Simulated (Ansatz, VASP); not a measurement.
# Cross-check of MnO (Manganosite) between VASP and Ansatz

Wanted: the spread between two codes on one cell, functional and k mesh. The cell is taken from a series of runs on this material, whose earlier steps may have relaxed, scaled, displaced or heated it; both programs get it as it stands.

Method: plane waves, with VASP 6.6.1 beside it; relaxation of cell and atoms at PBE, in Ansatz 0.2.0.

## Step 1: Starting point

Symmetry: Fm-3m, No. 225, cubic system. Conventional cell: a = 4.446 Å, b = 4.446 Å, c = 4.446 Å, α = 90.00°, β = 90.00°, γ = 90.00°. Nearest to Mn lie 6 O at 2.22 Å. O has 6 Mn at 2.22 Å nearest. Farther neighbours and most contacts between anions are not listed.

## Step 2: Ansatz: relaxation of cell and atoms, PBE

Ansatz runs on its default PAW (the set named soft_2) files.

The relaxed volume is the usual yardstick between codes: in a stiff, nearly cubic crystal its relative difference is about their pressure difference at one cell divided by the bulk modulus.

input.yaml reads:

```yaml
crystal:
  lattice:
    - [0.0, 2.223, 2.223]
    - [2.223, 0.0, 2.223]
    - [2.223, 2.223, 0.0]
  atoms:
    - { symbol: Mn, position: [0.0, 0.0, 0.0], spin: 4.0 }
    - { symbol: O, position: [0.5, 0.5, 0.5] }
magnetization:
  spin_polarized: true
kpoints:
  mp_grid: { grid: [10, 10, 10] }
scf:
  occupations: { method: fermi_dirac, width: 0.05 }
hamiltonian:
  xc: pbe
  pseudopotentials: { kind: paw }
output:
  forces: true
  stress: true
  write_density: true
  write_potential: true
  elf: true
  volumetric_format: npy
relax:
  f_tol: 0.01
  max_steps: 60
  cell: {}
```

Command:

```
$ ansatz run input.yaml --threads 4 --pin off --max-ram 8192MiB --backend cpu --events-out ev --progress --plain --runs-dir out
```

Numbers of over 12 decimals in the logs are rounded to 6 here.

The log of the run:

```text
Engine: ansatz 0.2.0, x86_64-unknown-linux-gnu
Pseudopotentials: kind: paw
Pseudopotential: Mn, paw, valence charge 15, recommended cutoff 420 eV (normal), Mn.paw.azcp
Pseudopotential: O, paw, valence charge 6, recommended cutoff 420 eV (normal), O.paw.azcp
Functional definition: PBE
  parameter kappa = 0.804
  parameter beta = 0.066725
  exchange = pbe_x(kappa = kappa, mu = beta*pi^2/3)
  correlation = pbe_c(beta = beta)
Crystal: 2 atoms, lattice volume = 21.971 Å³
Basis set: ecut = 420 eV, 411 PW (Γ), exchange–correlation on 48×48×48 points (8 copies of the dense FFT grid, shifted against one another)
Bands: 17, of which v1, the nominal top of the filled ones, is band 11 counted from 1 (10 counted from 0)
Symmetry: 48 space group operations
Space group: Fm-3m (ITA 225), of the structure as read, at distance tolerance 2.8e-5 Å
Magnetic group: BNS 225.116 (UNI 1618), of the structure as read, at distance tolerance 2.8e-5 Å
k-points: 47 of 1000
Non-local potential: Mn, projectors of the file, l = 0: 3, l = 1: 2, l = 2: 3, l = 3: 1
Non-local potential: O, projectors of the file, l = 0: 2, l = 1: 2, l = 2: 1
PAW form: soft (Blöchl's): semilocal exchange-correlation on the pseudo side does not see the compensation charge
PAW one-centre angular grid: Mn, 590 points (default); XC on 64 Gauss nodes
PAW one-centre angular grid: O, 110 points (default); XC on 64 Gauss nodes
Initial density: superposition of atomic densities (chi_scale 0.1, normalization cell, long waves kept (reshape's long-wave potential 0.00 eV rms))
Starting moments: Σ|m| = 4 μB on 1 of 2 sites
Initial wavefunctions: pseudopotential atomic-orbital guess
Functional: x = pbe(κ = 0.804, μ = 0.219515), c = pbe(β = 0.066725)
SCF iter   1: F=—  HF=-4466.429285 eV  |F-HF|=—  |Δ(HF+E_count)|=         —  Δρ=1.32e-1 (↑1.32e-1 ↓6.98e-2)  dr2=6.53e0  dr2_m=4.96e-1  M=4.310 μB ∫|m|=4.310 μB  β_m=0.30  ethr=3.10e-3  ⟨swp⟩=3.6  Hψ=6501  notcnv=0
Mixer restart at iter 1: flushing history
preconditioner: auto → none  [metal: Δε(μ)=0.008 eV  Ē_g=12.407 eV  σ=0.050 eV  W_gap=0.04  n_scr=8 (ndim 8)  ℏωp=28.6 eV  f_vac=0.000  D(μ)=1.29/eV (n_scr^D=14)  sad-step TF]
SCF iter   2: F=—  HF=-4466.075322 eV  |F-HF|=—  |Δ(HF+E_count)|=   3.54e-1  Δρ=6.89e-2 (↑6.89e-2 ↓2.68e-2)  dr2=1.21e0  dr2_m=2.63e-1  M=4.449 μB ∫|m|=4.449 μB  β_m=0.41  ethr=3.10e-3  ⟨swp⟩=2.9  Hψ=3806  notcnv=0  defer=48
SCF iter   3: F=—  HF=-4466.122221 eV  |F-HF|=—  |Δ(HF+E_count)|=   4.69e-2  Δρ=2.07e-2 (↑2.07e-2 ↓1.68e-2)  dr2=9.79e-2  dr2_m=4.84e-2  M=4.541 μB ∫|m|=4.541 μB  β_m=0.54  ethr=3.10e-3  ⟨swp⟩=2.7  Hψ=3178  notcnv=0  defer=77
SCF iter   4: F=—  HF=-4466.144561 eV  |F-HF|=—  |Δ(HF+E_count)|=         —  Δρ=1.70e-2 (↑1.70e-2 ↓1.33e-2)  dr2=9.87e-3  dr2_m=4.29e-2  M=4.752 μB ∫|m|=4.752 μB  β_m=0.54  ethr=4.66e-4  ⟨swp⟩=2.4  Hψ=3009  notcnv=0  defer=88
Mixer restart at iter 4: flushing history
SCF iter   5: F=—  HF=-4466.164027 eV  |F-HF|=—  |Δ(HF+E_count)|=   1.95e-2  Δρ=8.38e-3 (↑6.37e-3 ↓8.38e-3)  dr2=2.51e-3  dr2_m=9.95e-3  M=4.764 μB ∫|m|=4.764 μB  β_m=0.76  ethr=4.70e-5  ⟨swp⟩=2.0  Hψ=2784  notcnv=0  defer=88
SCF iter   6: F=—  HF=-4466.178130 eV  |F-HF|=—  |Δ(HF+E_count)|=   1.41e-2  Δρ=7.08e-3 (↑7.08e-3 ↓1.05e-3)  dr2=6.80e-3  dr2_m=2.63e-3  M=4.793 μB ∫|m|=4.793 μB  β_m=0.61  ethr=1.19e-5  ⟨swp⟩=2.1  Hψ=3089  notcnv=0  defer=88
SCF iter   7: F=—  HF=-4466.174640 eV  |F-HF|=—  |Δ(HF+E_count)|=   3.49e-3  Δρ=6.61e-4 (↑2.21e-4 ↓6.61e-4)  dr2=1.60e-4  dr2_m=2.38e-5  M=4.790 μB ∫|m|=4.790 μB  β_m=0.64  ethr=1.19e-5  ⟨swp⟩=2.0  Hψ=3522  notcnv=0  defer=89
SCF iter   8: F=—  HF=-4466.174626 eV  |F-HF|=—  |Δ(HF+E_count)|=   1.38e-5  Δρ=4.52e-4 (↑4.52e-4 ↓2.41e-4)  dr2=5.21e-5  dr2_m=5.20e-6  M=4.791 μB ∫|m|=4.791 μB  β_m=0.59  ethr=7.61e-7  ⟨swp⟩=2.0  Hψ=2221  notcnv=0  defer=89
SCF iter   9: F=—  HF=-4466.174638 eV  |F-HF|=—  |Δ(HF+E_count)|=   1.17e-5  Δρ=1.70e-4 (↑1.70e-4 ↓7.33e-5)  dr2=6.88e-6  dr2_m=7.03e-7  M=4.791 μB ∫|m|=4.791 μB  β_m=0.80  ethr=2.48e-7  ⟨swp⟩=2.2  Hψ=2125  notcnv=0  defer=89
SCF iter  10: F=—  HF=-4466.174638 eV  |F-HF|=—  |Δ(HF+E_count)|=   2.37e-7  Δρ=2.93e-5 (↑2.93e-5 ↓1.31e-5)  dr2=2.11e-7  dr2_m=2.58e-8  M=4.791 μB ∫|m|=4.791 μB  β_m=0.90  ethr=3.28e-8  ⟨swp⟩=2.1  Hψ=2120  notcnv=0  defer=89
SCF iter  11: F=—  HF=-4466.174638 eV  |F-HF|=—  |Δ(HF+E_count)|=   2.68e-8  Δρ=2.45e-6 (↑2.45e-6 ↓7.75e-7)  dr2=5.23e-10  dr2_m=4.54e-10  M=4.791 μB ∫|m|=4.791 μB  β_m=0.95  ethr=1.01e-9  ⟨swp⟩=2.0  Hψ=2200  notcnv=0  defer=89
SCF iter  12: F=-4466.174638 eV  HF=-4466.174638 eV  |F-HF|=0.00e0  |Δ(HF+E_count)|=  4.23e-10  Δρ=1.89e-7 (↑1.89e-7 ↓5.03e-8)  dr2=2.82e-12  dr2_m=2.44e-12  M=4.791 μB ∫|m|=4.791 μB  ethr=2.49e-12  ⟨swp⟩=4.0  Hψ=6615  notcnv=0
SCF 1 converged in 12 iterations: F = -4466.174638 eV  dr2 = 2.82e-12
[...]
Crystal: 2 atoms, lattice volume = 21.993 Å³
Initial density: handed on by an earlier stage of this run
Starting moments: Σ|m| = 4 μB on 1 of 2 sites; this step starts from the density that it was given
Initial wavefunctions: those handed on with the density
iter 1 solved again at ethr=3.57e-9 eV; its pass at ethr=3.10e-3 eV (dr2=7.50e-7 eV) is discarded
SCF iter   1: F=—  HF=-4466.174569 eV  |F-HF|=—  |Δ(HF+E_count)|=         —  Δρ=6.13e-5 (↑4.37e-5 ↓6.13e-5)  dr2=6.77e-7  dr2_m=4.07e-7  M=4.792 μB ∫|m|=4.792 μB  β_m=0.65  ethr=3.57e-9  ⟨swp⟩=2.0  Hψ=8547  notcnv=0
preconditioner: auto → none  [metal: Δε(μ)=0.019 eV  Ē_g=13.178 eV  σ=0.050 eV  W_gap=0.10  n_scr=0 (ndim 8)  ℏωp=28.5 eV  f_vac=0.000  D(μ)=0.86/eV (n_scr^D=8)]
SCF iter   2: F=—  HF=-4466.174572 eV  |F-HF|=—  |Δ(HF+E_count)|=   3.25e-6  Δρ=5.11e-5 (↑5.11e-5 ↓2.50e-5)  dr2=2.27e-7  dr2_m=2.14e-7  M=4.792 μB ∫|m|=4.792 μB  β_m=0.60  ethr=3.22e-9  ⟨swp⟩=2.4  Hψ=2571  notcnv=0
SCF iter   3: F=—  HF=-4466.174573 eV  |F-HF|=—  |Δ(HF+E_count)|=   7.85e-7  Δρ=2.18e-5 (↑6.47e-6 ↓2.18e-5)  dr2=1.27e-7  dr2_m=2.53e-8  M=4.792 μB ∫|m|=4.792 μB  β_m=0.62  ethr=1.08e-9  ⟨swp⟩=2.2  Hψ=2353  notcnv=0
SCF iter   4: F=—  HF=-4466.174573 eV  |F-HF|=—  |Δ(HF+E_count)|=   5.59e-7  Δρ=8.61e-6 (↑4.68e-6 ↓8.61e-6)  dr2=5.44e-9  dr2_m=7.54e-9  M=4.792 μB ∫|m|=4.792 μB  β_m=0.81  ethr=6.03e-10  ⟨swp⟩=2.4  Hψ=2567  notcnv=0
SCF iter   5: F=-4466.174573 eV  HF=-4466.174573 eV  |F-HF|=5.36e-9  |Δ(HF+E_count)|=   5.18e-8  Δρ=4.24e-6 (↑4.24e-6 ↓2.73e-6)  dr2=5.88e-9  dr2_m=4.89e-10  M=4.792 μB ∫|m|=4.792 μB  ethr=2.59e-11  ⟨swp⟩=4.3  Hψ=7077  notcnv=0
SCF 2 converged in 5 iterations: F = -4466.174573 eV  dr2 = 5.88e-9
relax step   2: F+E_penalty+E_count = -4466.17457339 eV  Δ(F+E_penalty+E_count) = +6.451e-5 eV  max|allowed force component| = 6.837e-30 eV/Å  Δτ_max = 0.0000 Å  P = +0.078 GPa  Ω = 21.993 Å³  energy of the carried Pulay correction = -8.479e-5 eV  (5 SCF iters, dr2 threshold 1.18e-7 eV, accepted)
[...]
relax step   3: F+E_penalty+E_count = -4466.17452925 eV  Δ(F+E_penalty+E_count) = +4.413e-5 eV  max|allowed force component| = 7.609e-30 eV/Å  Δτ_max = 0.0000 Å  P = +0.000 GPa  Ω = 22.005 Å³  energy of the carried Pulay correction = -1.319e-4 eV  (5 SCF iters, dr2 threshold 1.51e-8 eV, accepted)
[...]
relax step   4: F+E_penalty+E_count = -4466.17467370 eV  Δ(F+E_penalty+E_count) = -1.444e-4 eV  max|allowed force component| = 5.719e-30 eV/Å  Δτ_max = 0.0000 Å  P = +0.010 GPa  Ω = 22.005 Å³  stress off target by 9.88e-3 GPa  SCF on the basis re-selected at this cell (its energy is not comparable with the rows above)  (7 SCF iters)
basis re-selected at this cell: Δ(F+E_penalty+E_count) = -1.444e-4 eV, ΔP = +0.010 GPa vs the last step (what re-selecting the basis moved, of the pressure what is left beyond the Pulay correction that the steps carried, after the strain that the cell walked since its last selection, with what the two solves' SCF thresholds leave and, on support functions, any second-order correction that the steps lacked; it is no m [...]
SCF converged after 7 iterations
Magnetization: 4.7926 μB (12.8963 up, 8.1037 down)
Absolute magnetization: 4.7926 μB (∫|ρ↑−ρ↓|, with the PAW one-centre terms)
Spin contamination: 0.0104 ħ² per cell (⟨S²⟩ above its minimum at these occupations)
Per-site moments (μB) at R_I (Å): [(4.063248, 0.917463), (0.235736, 0.917463)]
Free energy (F): -4466.174674 eV
Harris-Foulkes:  -4466.174674 eV  (|F-HF|=9.09e-13)
Internal energy: -4466.167520 eV  (E = F + TS)
E sigma→0 (E₀):  -4466.171097 eV
Entropy (-TS):   -0.007154 eV (-3.577 meV/atom)
Fermi energy:    13.377960 eV
--- Per-component energies (eV) ---
  E_band       = -247.932978
  E_kinetic    = 474.000502
  E_local      = -2233.496053  (includes V_loc(G=0)·N_el)
  E_nonlocal   = 302.709898
  E_hartree    = 895.482915
  E_xc         = -184.511776
  E_vxc        = -235.706451  (∫ρ·V_xc dr)
  E_paw        = -1466.032028  (= ΣΔE_a)
  E_vpaw       = -346.409116  (= ΣTr[D̂ρ^β])
  E_aug_tail   = 0.002393  (compensation charges beyond the density's cutoff)
  E_ewald      = -2254.323370
  E_smearing   = -0.007154  (= −TS)
  E_closure    = -0.000000  (closes the sum)
  Σ components = -4466.174674   (vs F -4466.174674, Δ=0.00e0)
--- Forces (eV/Å), atoms counted from 1 ---
  atom   1  Mn    -0.00000000     0.00000000     0.00000000
  atom   2  O      0.00000000     0.00000000    -0.00000000
  max |Σ_I F_I| component: 9.60e-30 eV/Å
--- Stress (GPa, compression-positive) ---
        0.009881      -0.000000      -0.000000
       -0.000000       0.009881      -0.000000
       -0.000000       0.000000       0.009881
  P = ⅓ Tr σ = 0.0099 GPa (0.099 kbar)
--- Band table (eV; the first three rows and the last of 94) ---
  k-point 0 ↑: bands = [... 7 lower, 9.6185, 10.1672, 10.1672, 10.1672, 10.6965, 10.6965, 12.8209, 27.3013, ... 2 higher]
  k-point 1 ↑: bands = [... 7 lower, 9.0804, 10.2839, 10.2839, 10.4220, 11.2408, 11.2408, 13.5188, 26.1811, ... 2 higher]
  k-point 2 ↑: bands = [... 7 lower, 8.3533, 10.4934, 10.4934, 10.6786, 12.0929, 12.0929, 14.8304, 24.1952, ... 2 higher]
  k-point 46 ↓: bands = [... 7 lower, 8.2203, 14.1564, 15.1048, 15.5348, 15.8125, 16.2466, 21.9272, 22.6294, ... 2 higher]
--- Relaxed structure (3 steps of the walk, 3 accepted, 1 SCFs on fresh bases) ---
  F+E_penalty+E_count = -4466.17467370 eV   max|allowed force component| = 5.719e-30 eV/Å   (the final SCF, on the basis selected at the relaxed cell)
  cell:  # Å, volume = 22.0051 Å³
    - [0, 2.224153, 2.224153]
    - [2.224153, 0, 2.224153]
    - [2.224153, 2.224153, 0]
  atoms:
    - { symbol: Mn, position: [0, 0, 0] }
    - { symbol: O, position: [0.5, 0.5, 0.5] }
```

(Part 1 of 2 ends here.)

[Lines on the potential files, build, host, timing and source positions are cut from VASP's logs without a mark.]

[Logs are printed without paths, hosts, clocks, repeated set-up lines and the standing remarks that a program may print on its own settings, such as how far it seeks lower states.]

[Hosts, paths, dates, database ids (printed as entryN), source tags and the programs' standing remarks are cut or masked in the printed files.]
